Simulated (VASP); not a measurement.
Computed with optB86b-vdW, VASP's PBE PAW potentials (set 64) (plane waves; VASP).

VASP input:

**POSCAR**
```
PbS
1.0
  0.0000000000   3.0051870699   3.0051870699
  3.0051870699   0.0000000000   3.0051870699
  3.0051870699   3.0051870699   0.0000000000
Pb S
1 1
Cartesian
  0.0000000000   0.0000000000   0.0000000000
  3.0051870699   3.0051870699   3.0051870699
```

### INCAR
```
# general
SYSTEM    =  PbS
PREC      =  Accurate
ENCUT     =  520
LREAL     =  F
LASPH     =  T

# electronic loop
EDIFF     =  1E-7
NELM      =  100
ALGO      =  Normal
LMAXMIX   =  4

# smearing
ISMEAR    =  0
SIGMA     =  0.05

# functional
GGA       =  MK
LUSE_VDW  =  T
AGGAC     =  0.0
PARAM1    =  0.1234
PARAM2    =  1.0

# ions
ISIF      =  2

# output
LWAVE     =  F
LCHARG    =  F
```

### KPOINTS
```
Automatic mesh
0
Gamma
8 8 8
0 0 0
```

POTCAR, in this order: Pb_d S (PBE.64 set). Program: vasp_std.

The resulting files:

### OSZICAR
```
       N       E                     dE             d eps       ncg     rms          rms(c)
DAV:   1     0.167835517652E+03    0.16784E+03   -0.97064E+03   812   0.149E+03
DAV:   2     0.101406354218E+02   -0.15769E+03   -0.15415E+03   848   0.370E+02
DAV:   3    -0.436333372557E+01   -0.14504E+02   -0.14418E+02  1076   0.113E+02
DAV:   4    -0.476134835157E+01   -0.39801E+00   -0.39776E+00   912   0.215E+01
DAV:   5    -0.477596474727E+01   -0.14616E-01   -0.14616E-01  1170   0.420E+00    0.427E+00
DAV:   6    -0.427025284671E+01    0.50571E+00   -0.16421E+00  1194   0.956E+00    0.305E+00
DAV:   7    -0.427383178797E+01   -0.35789E-02   -0.14338E-01   892   0.215E+00    0.181E+00
DAV:   8    -0.427738760463E+01   -0.35558E-02   -0.16880E-02   878   0.162E+00    0.330E-01
DAV:   9    -0.427682964359E+01    0.55796E-03   -0.34882E-03  1246   0.578E-01    0.924E-02
DAV:  10    -0.427704664901E+01   -0.21701E-03   -0.37364E-04   842   0.137E-01    0.617E-02
DAV:  11    -0.427704971343E+01   -0.30644E-05   -0.56438E-05   992   0.948E-02    0.121E-02
DAV:  12    -0.427705044956E+01   -0.73613E-06   -0.33030E-06   980   0.189E-02    0.243E-03
DAV:  13    -0.427705049033E+01   -0.40762E-07   -0.14998E-07   738   0.408E-03
   1 F= -.42770505E+01 E0= -.42770505E+01  d E =-.489675E-13
```

### OUTCAR
```
------------------------ aborting loop because EDIFF is reached ----------------------------------------
  FORCE on cell =-STRESS in cart. coord.  units (eV):
  Direction    XX          YY          ZZ          XY          YZ          ZX
  --------------------------------------------------------------------------------------
  Total       -0.5304047     -0.5304047     -0.5304047     -0.0000000      0.0000000      0.0000000
  in kB      -15.6557343    -15.6557343    -15.6557343     -0.0000000      0.0000000      0.0000000
  external PRESSURE =     -15.6557343 kB  Pullay stress =       0.0000000 kB
  volume of cell :       54.28
      direct lattice vectors                 reciprocal lattice vectors
     0.000000000  3.005187070  3.005187070    -0.166378994  0.166378994  0.166378994
     3.005187070  0.000000000  3.005187070     0.166378994 -0.166378994  0.166378994
     3.005187070  3.005187070  0.000000000     0.166378994  0.166378994 -0.166378994
  FREE ENERGIE OF THE ION-ELECTRON SYSTEM (eV)
  ---------------------------------------------------
  free  energy   TOTEN  =        -4.2770504903 eV

  energy  without entropy=       -4.2770504903  energy(sigma->0) =       -4.27705049
```
(Selected blocks of OUTCAR.)

The compound is PbS in the rock salt structure. This cell is one point of a volume scan, at 1.03 of the reference volume.
